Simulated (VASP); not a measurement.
These are rev-vdW-DF2, VASP's PBE PAW potentials (set 64) (plane waves; VASP) values and carry that method's errors.

The input files of a VASP run:

### POSCAR
```
Bi
1
    4.1688590977    -2.2806006284    -0.0023976013
    4.1688590977     2.2806006284    -0.0023976013
    2.9233975308     0.0000000000     3.7462351776
Bi
2
Direct
  0.2354180019   0.2354180019   0.2354180019
  0.7645819981   0.7645819981   0.7645819981
```

### INCAR
```
AGGAC=0.0
ALGO=Normal
EDIFF=1E-7
ENCUT=520
GGA=MK
ISIF=2
ISMEAR=-5
LASPH=T
LCHARG=T
LMAXMIX=4
LORBIT=11
LREAL=F
LUSE_VDW=T
LWAVE=F
NEDOS=601
NELM=100
PARAM1=0.1234568
PARAM2=0.7114
PREC=Accurate
SYSTEM=Bi
ZAB_VDW=-1.8867
```

File KPOINTS:
```
Automatic mesh
0
Gamma
11 11 11
0 0 0
```

POTCAR, in this order: Bi_d (PBE.64 set). Program: vasp_std.

Output

### OSZICAR
```
       N       E                     dE             d eps       ncg     rms          rms(c)
DAV:   1     0.300322915965E+03    0.30032E+03   -0.16663E+04  5548   0.189E+03
DAV:   2     0.219673877932E+02   -0.27836E+03   -0.27453E+03  5560   0.455E+02
DAV:   3    -0.104632585389E+01   -0.23014E+02   -0.22676E+02  6492   0.154E+02
DAV:   4    -0.185490445491E+01   -0.80858E+00   -0.80769E+00  6100   0.314E+01
DAV:   5    -0.189723614374E+01   -0.42332E-01   -0.42342E-01  7433   0.646E+00    0.100E+00
DAV:   6    -0.189415824823E+01    0.30779E-02   -0.20435E-02  6904   0.147E+00    0.600E-01
DAV:   7    -0.189343092299E+01    0.72733E-03   -0.11807E-02  5995   0.130E+00    0.992E-02
DAV:   8    -0.189361093259E+01   -0.18001E-03   -0.14203E-03  6063   0.460E-01    0.210E-02
DAV:   9    -0.189362785434E+01   -0.16922E-04   -0.56329E-05  7775   0.647E-02    0.105E-02
DAV:  10    -0.189362566799E+01    0.21863E-05   -0.73223E-06  6699   0.216E-02    0.162E-03
DAV:  11    -0.189362592877E+01   -0.26079E-06   -0.36847E-07  5037   0.580E-03    0.932E-04
DAV:  12    -0.189362584961E+01    0.79162E-07   -0.14245E-07  4471   0.279E-03
   1 F= -.18936258E+01 E0= -.18936258E+01  d E =0.000000E+00
```

OUTCAR:
```
------------------------ aborting loop because EDIFF is reached ----------------------------------------
  FORCE on cell =-STRESS in cart. coord.  units (eV):
  Direction    XX          YY          ZZ          XY          YZ          ZX
  --------------------------------------------------------------------------------------
  Total        0.0302469      0.0230257      0.0238228     -0.0000000      0.0000000      0.0023992
  in kB        0.6799941      0.5176511      0.5355717     -0.0000000      0.0000000      0.0539374
  external PRESSURE =       0.5777390 kB  Pullay stress =       0.0000000 kB
  volume of cell :       71.27
      direct lattice vectors                 reciprocal lattice vectors
     4.168859098 -2.280600628 -0.002397601     0.119883088 -0.219240490 -0.093551501
     4.168859098  2.280600628 -0.002397601     0.119883088  0.219240490 -0.093551501
     2.923397531  0.000000000  3.746235178     0.000153451  0.000000000  0.266814910
 POSITION                                       TOTAL-FORCE (eV/Angst)
 -----------------------------------------------------------------------------------
      2.65107      0.00000      0.88080         0.011348      0.000000      0.003770
      8.61005      0.00000      2.86064        -0.011348      0.000000     -0.003770
 -----------------------------------------------------------------------------------
    total drift:                                0.000000      0.000000     -0.000000
  FREE ENERGIE OF THE ION-ELECTRON SYSTEM (eV)
  ---------------------------------------------------
  free  energy   TOTEN  =        -1.8936258496 eV

  energy  without entropy=       -1.8936258496  energy(sigma->0) =       -1.89362585

 total charge

# of ion       s       p       d       tot
------------------------------------------
    1        1.523   1.355   9.911  12.789
    2        1.523   1.355   9.911  12.789
--------------------------------------------------
tot          3.047   2.709  19.821  25.577
```
(Selected blocks of OUTCAR.)

For a metal the tetrahedron method with Blöchl corrections gives inexact stress and forces.

The compound is Bi in the a7 structure. It was relaxed first.
